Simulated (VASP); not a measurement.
Write the native input for VASP 6.6.1 that does the following.

```
Task                   : relaxation of cell and atoms
Functional             : PBE
Potentials or basis    : VASP PAW PBE potentials, release 64 (Si, W)
Cutoff                 : 300 eV
k mesh                 : 8 × 8 × 8
Occupations            : methfessel-paxton, width 0.1 eV
Spin                   : no spin polarisation
Further INCAR settings : ALGO = Normal; EDIFF = 1e-06; IBRION = 2; EDIFFG = -0.01; NSW = 90; ISIF = 3
```

The structure of Si2W lies in POSCAR:

```
Si2W
1.0
   -1.6069000000      1.6069000000      3.9149500000
    1.6069000000     -1.6069000000      3.9149500000
    1.6069000000      1.6069000000     -3.9149500000
Si W
2 1
Direct
    0.3347000000      0.3347000000      0.0000000000
    0.6653000000      0.6653000000      0.0000000000
    0.0000000000      0.0000000000      0.0000000000
```

One way to write it, as run:

INCAR

```
SYSTEM = Si2W
PREC = Accurate
ENCUT = 300
EDIFF = 1E-6
ISMEAR = 1
SIGMA = 0.1
LREAL = .FALSE.
LASPH = .TRUE.
NELM = 80
ALGO = Normal
ISIF = 3
LWAVE = .FALSE.
LCHARG = .FALSE.
GGA = PE
IBRION = 2
NSW = 90
EDIFFG = -0.01
```

KPOINTS

```
regular mesh
0
G
  8 8 8
  0 0 0
```

Potentials or basis: VASP PAW PBE potentials, release 64 (Si, W).

Command:

```sh
$ cat potpaw_PBE.64/Si/POTCAR potpaw_PBE.64/W/POTCAR > POTCAR
$ mpirun -np 1 vasp_std > vasp.out
```

It gave:

```yaml
Relaxed_volume: 13.61 Å³/atom
Relaxed_cell: a = 4.539 Å, b = 4.539 Å, c = 4.539 Å, α = 138.38°, β = 138.38°, γ = 60.32°
Space_group_after_relaxing_to_0.05_Å: I4/mmm (No. 139)
Energy_gained_by_relaxing: 0.8 meV/atom
Ionic_steps: 5
Pressure_after_relaxing: 0.0 GPa
Band_gap_on_the_k_mesh: none (metal or under the smearing width)
```

Caveat: the cutoff is under 1.25 times the usual one of these potentials, so pressure, stress and relaxed cells hold a basis-set (Pulay) error.

It took 26 s on 1 thread of Intel(R) Xeon(R) 6975P-C (Granite Rapids), on a shared host, peak memory 0.16 GiB.
